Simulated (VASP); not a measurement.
OSZICAR of a VASP run on Ni₃Si (L1_2):

File OSZICAR:
```
       N       E                     dE             d eps       ncg     rms          rms(c)
DAV:   1     0.197454905892E+03    0.19745E+03   -0.15536E+04  1478   0.209E+03
DAV:   2    -0.166153921791E+02   -0.21407E+03   -0.20657E+03  1470   0.369E+02
DAV:   3    -0.271597890728E+02   -0.10544E+02   -0.10167E+02  1614   0.109E+02
DAV:   4    -0.273946123707E+02   -0.23482E+00   -0.23250E+00  1719   0.143E+01
DAV:   5    -0.274029679142E+02   -0.83555E-02   -0.83543E-02  1729   0.264E+00    0.196E+01
DAV:   6    -0.272388710139E+02    0.16410E+00   -0.55944E+01  1687   0.122E+02    0.170E+01
DAV:   7    -0.237398915310E+02    0.34990E+01   -0.16285E+01  1641   0.676E+01    0.408E+00
DAV:   8    -0.237006939253E+02    0.39198E-01   -0.69813E-01  1568   0.640E+00    0.146E+00
DAV:   9    -0.236827059408E+02    0.17988E-01   -0.35112E-02  1967   0.272E+00    0.569E-01
DAV:  10    -0.236803995075E+02    0.23064E-02   -0.34673E-03  1951   0.469E-01    0.234E-01
DAV:  11    -0.236800317026E+02    0.36780E-03   -0.73541E-04  2234   0.325E-01    0.546E-02
DAV:  12    -0.236800205861E+02    0.11117E-04   -0.10779E-04  1571   0.123E-01    0.155E-02
DAV:  13    -0.236800194856E+02    0.11004E-05   -0.78104E-06  1647   0.189E-02    0.856E-03
DAV:  14    -0.236800187588E+02    0.72681E-06   -0.56770E-07   870   0.101E-02
   1 F= -.23680019E+02 E0= -.23680104E+02  d E =-.236800E+02
       N       E                     dE             d eps       ncg     rms          rms(c)
DAV:   1    -0.236900762978E+02   -0.10057E-01   -0.11470E-01  1500   0.543E+00    0.880E-01
DAV:   2    -0.236896594575E+02    0.41684E-03   -0.13078E-01  1683   0.612E+00    0.717E-01
DAV:   3    -0.236803204102E+02    0.93390E-02   -0.37351E-02  1678   0.336E+00    0.132E-01
DAV:   4    -0.236801102140E+02    0.21020E-03   -0.12560E-03  1521   0.249E-01    0.407E-02
DAV:   5    -0.236800784339E+02    0.31780E-04   -0.75605E-05  1871   0.108E-01    0.207E-02
DAV:   6    -0.236800751380E+02    0.32959E-05   -0.15415E-05  2141   0.338E-02    0.603E-03
DAV:   7    -0.236800759835E+02   -0.84552E-06   -0.11900E-06  1053   0.103E-02
   2 F= -.23680076E+02 E0= -.23680161E+02  d E =-.572247E-04
       N       E                     dE             d eps       ncg     rms          rms(c)
DAV:   1    -0.236818616002E+02   -0.17865E-02   -0.19490E-02  1505   0.223E+00    0.363E-01
DAV:   2    -0.236817850563E+02    0.76544E-04   -0.22281E-02  1686   0.253E+00    0.296E-01
DAV:   3    -0.236802031191E+02    0.15819E-02   -0.63394E-03  1683   0.139E+00    0.541E-02
DAV:   4    -0.236801689344E+02    0.34185E-04   -0.20899E-04  1501   0.102E-01    0.162E-02
DAV:   5    -0.236801639801E+02    0.49542E-05   -0.10495E-05  1829   0.393E-02    0.912E-03
DAV:   6    -0.236801627896E+02    0.11906E-05   -0.26305E-06  1285   0.155E-02    0.215E-03
DAV:   7    -0.236801626188E+02    0.17076E-06   -0.71565E-07   835   0.876E-03
   3 F= -.23680163E+02 E0= -.23680248E+02  d E =-.143860E-03
```

Q: Which electronic solver shows in the log?

A: It is blocked Davidson (ALGO = Normal, or the opening steps of other solvers). The INCAR had ALGO = Normal.

Q: How was spin treated?

A: Without spin polarisation: there is no mag entry.

Q: Can the final energy be trusted as converged?

A: Self-consistency was reached. It stopped with EDIFF = 1E-6, NELM = 100, NSW = 40 and EDIFFG = -0.02 after 3 ionic steps (PBE GGA, plane waves, VASP's PBE PAW potentials (set 64)).

The compound is Ni3Si in the L1_2 structure. This run relaxes it. Symmetry was kept, so distortions that lower it aren't found. The run is not spin-polarised, so no magnetic state was tried.
